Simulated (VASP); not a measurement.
GeH4: single point with PBE

The system is GeH4, in a box.

```xyz
5
Lattice="12.8009 0.0000 0.0000 0.0000 13.3009 0.0000 0.0000 0.0000 13.8009" Properties=species:S:1:pos:R:3 pbc="T T T"
Ge    6.4004    6.7004    6.9004
H     5.1314    6.2049    6.1969
H     6.1070    6.9194    8.3894
H     7.5114    5.6549    6.7469
H     6.8520    8.0226    6.2686
```

```
Program                : VASP 6.6.1
Task                   : single point
Functional             : PBE
Potentials or basis    : VASP PAW PBE potentials, release 64 (Ge_d, H)
Cutoff                 : 400 eV
k mesh                 : 1 × 1 × 1
Occupations            : gaussian, width 0.01 eV
Spin                   : no spin polarisation
Further INCAR settings : ALGO = Normal; EDIFF = 1e-06; ISYM = 0
```

```
Gap between the frontier levels : 7.49 eV
```

Levels at points of the mesh, in eV from the valence-band top:
| k point | band 6 | band 7 | band 8 | band 9 | band 10 | band 11 | band 12 | band 13 |
| --- | --- | --- | --- | --- | --- | --- | --- | --- |
| (0.00, 0.00, 0.00) | -5.84 | 0.00 | 0.00 | 0.00 | 7.49 | 8.44 | 8.46 | 8.49 |

Wall time 43 s on 4 MPI ranks on Intel(R) Xeon(R) Platinum 8488C (Sapphire Rapids) (shared host), peak memory 0.42 GiB a rank.

As with any semilocal functional, this PBE gap is likely too small.
